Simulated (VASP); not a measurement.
Output of a VASP run:

File OSZICAR:
```
       N       E                     dE             d eps       ncg     rms          rms(c)
DAV:   1     0.116828215837E+03    0.11683E+03   -0.75809E+03  3316   0.130E+03
DAV:   2    -0.506675878062E+01   -0.12189E+03   -0.11904E+03  3546   0.451E+02
DAV:   3    -0.103049278648E+02   -0.52382E+01   -0.49902E+01  4870   0.783E+01
DAV:   4    -0.106127003325E+02   -0.30777E+00   -0.30572E+00  4698   0.175E+01
DAV:   5    -0.106242270335E+02   -0.11527E-01   -0.11503E-01  4974   0.268E+00    0.724E+00
DAV:   6    -0.102510384673E+02    0.37319E+00   -0.74816E-01  5110   0.117E+01    0.255E+00
DAV:   7    -0.102091412695E+02    0.41897E-01   -0.22879E-01  5154   0.640E+00    0.954E-01
DAV:   8    -0.102146275245E+02   -0.54863E-02   -0.12702E-02  3838   0.175E+00    0.456E-02
DAV:   9    -0.102146867500E+02   -0.59226E-04   -0.11287E-03  5776   0.355E-01    0.483E-02
DAV:  10    -0.102147076475E+02   -0.20897E-04   -0.29411E-05  4110   0.858E-02    0.180E-02
DAV:  11    -0.102146994994E+02    0.81481E-05   -0.67759E-06  3654   0.537E-02    0.330E-03
DAV:  12    -0.102146993446E+02    0.15478E-06   -0.30525E-07  4334   0.752E-03    0.128E-03
DAV:  13    -0.102146991490E+02    0.19563E-06   -0.22626E-08  1984   0.229E-03    0.293E-04
DAV:  14    -0.102146991426E+02    0.63717E-08   -0.75367E-09  1908   0.163E-03
   1 F= -.10552050E+02 E0= -.10552050E+02  d E =0.000000E+00
```

File OUTCAR:
```
------------------------ aborting loop because EDIFF is reached ----------------------------------------
  Edisp (eV):   -0.33735
  FORCE on cell =-STRESS in cart. coord.  units (eV):
  Direction    XX          YY          ZZ          XY          YZ          ZX
  --------------------------------------------------------------------------------------
  Total      -0.02139    -0.02139    -0.02139     0.00000     0.00000     0.00000
  in kB      -1.92452    -1.92452    -1.92452     0.00000     0.00000     0.00000
  external pressure =       -1.92 kB  Pullay stress =        0.00 kB
  volume of cell :       17.81
      direct lattice vectors                 reciprocal lattice vectors
    -1.645089029  1.645089029  1.645089029     0.000000000  0.303934919  0.303934919
     1.645089029 -1.645089029  1.645089029     0.303934919  0.000000000  0.303934919
     1.645089029  1.645089029 -1.645089029     0.303934919  0.303934919  0.000000000
 POSITION                                       TOTAL-FORCE (eV/Angst)
 -----------------------------------------------------------------------------------
      0.00000      0.00000      0.00000         0.000000     -0.000000     -0.000000
 -----------------------------------------------------------------------------------
    total drift:                               -0.000000     -0.000000      0.000000
  FREE ENERGIE OF THE ION-ELECTRON SYSTEM (eV)
  ---------------------------------------------------
  free  energy   TOTEN  =       -10.5520495286 eV

  energy  without entropy=      -10.5520495286  energy(sigma->0) =      -10.55204953

 total charge

# of ion       s       p       d       tot
------------------------------------------
    1        2.223   5.999   2.521  10.743
```
(Selected blocks of OUTCAR.)

POSCAR:
```
Nb
1
   -1.6450890291     1.6450890291     1.6450890291
    1.6450890291    -1.6450890291     1.6450890291
    1.6450890291     1.6450890291    -1.6450890291
Nb
1
Direct
  0.0000000000   0.0000000000   0.0000000000
```

Question: Write an INCAR and KPOINTS that could have produced this output.

Answer: This is not unique; one that fits is the input of the run itself, PBE GGA with D4 dispersion, plane waves, VASP's PBE PAW potentials (set 64).

INCAR:
```
SYSTEM = Nb
PREC = Accurate; ENCUT = 520; LREAL = .False.
LASPH = .True.
EDIFF = 1E-7; NELM = 100; ALGO = Normal
LMAXMIX = 4
ISMEAR = -5
GGA = PE; IVDW = 13
ISIF = 2
LWAVE = .False.; LCHARG = .True.; LORBIT = 11
NEDOS = 601
```

File KPOINTS:
```
Automatic mesh
0
Gamma
17 17 17
0 0 0
```

POTCAR, in this order: Nb_sv (PBE.64 set). Program: vasp_std.

For a metal the tetrahedron method with Blöchl corrections gives inexact stress and forces.

The compound is Nb in the bcc structure. It was relaxed first.
